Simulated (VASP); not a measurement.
A run of VASP 6.6.1:

The input INCAR:

```
  ALGO = All
  EDIFF = 1E-5
  ENCUT = 350
  GGA = PS
  ISIF = 2
  ISMEAR = 0
  ISPIN = 2
  ISYM = 0
  KPAR = 2
  LASPH = T
  LCHARG = F
  LDAU = T
  LDAUJ = 0 0
  LDAUL = 2 -1
  LDAUPRINT = 1
  LDAUTYPE = 2
  LDAUU = 5 0
  LMAXMIX = 4
  LORBIT = 11
  LREAL = Auto
  LWAVE = F
  MAGMOM = 3 0 0 0 0 0 0 0 0 0 0 0 0 0 0 0 0 0 0 0 0 0 0 0
  NBANDS = 188
  NELM = 120
  PREC = Accurate
  SIGMA = 0.03
```

The input KPOINTS:

```
k-points
0
Gamma
  2 2 2
```

File POSCAR:

```
CuGe23
1.0
    0.0000000000      8.4863100000      8.4863100000
    5.6575400000      0.0000000000      5.6575400000
    5.6575400000      5.6575400000      0.0000000000
Cu Ge
1 23
Direct
    0.0000000000      0.0000000000      0.0000000000
    0.0000000000      0.0000000000      0.5000000000
    0.0000000000      0.5000000000      0.0000000000
    0.0000000000      0.5000000000      0.5000000000
    0.3333330000      0.0000000000      0.0000000000
    0.3333330000      0.0000000000      0.5000000000
    0.3333330000      0.5000000000      0.0000000000
    0.3333330000      0.5000000000      0.5000000000
    0.6666670000      0.0000000000      0.0000000000
    0.6666670000      0.0000000000      0.5000000000
    0.6666670000      0.5000000000      0.0000000000
    0.6666670000      0.5000000000      0.5000000000
    0.0833333333      0.1250000000      0.1250000000
    0.0833333333      0.1250000000      0.6250000000
    0.0833333333      0.6250000000      0.1250000000
    0.0833333333      0.6250000000      0.6250000000
    0.4166663333      0.1250000000      0.1250000000
    0.4166663333      0.1250000000      0.6250000000
    0.4166663333      0.6250000000      0.1250000000
    0.4166663333      0.6250000000      0.6250000000
    0.7500003333      0.1250000000      0.1250000000
    0.7500003333      0.1250000000      0.6250000000
    0.7500003333      0.6250000000      0.1250000000
    0.7500003333      0.6250000000      0.6250000000
```

Potentials or basis: VASP PAW PBE potentials, release 64 (Cu, Ge_d).

The run is started by

```sh
$ cat potpaw_PBE.64/Cu/POTCAR potpaw_PBE.64/Ge_d/POTCAR > POTCAR
$ mpirun -np 4 vasp_std > vasp.out
```

Hardware: 4 MPI ranks on Intel(R) Xeon(R) Platinum 8259CL CPU @ 2.50GHz (Skylake/Cascade Lake), with other jobs on the host.

Problem. How long does it take, and how much memory?

Solution. Wall time 14 min on 4 MPI ranks on Intel(R) Xeon(R) Platinum 8259CL CPU @ 2.50GHz (Skylake/Cascade Lake), with other jobs on the host, peak memory 0.99 GiB a rank. Counts: scf iterations 27, k points 8.
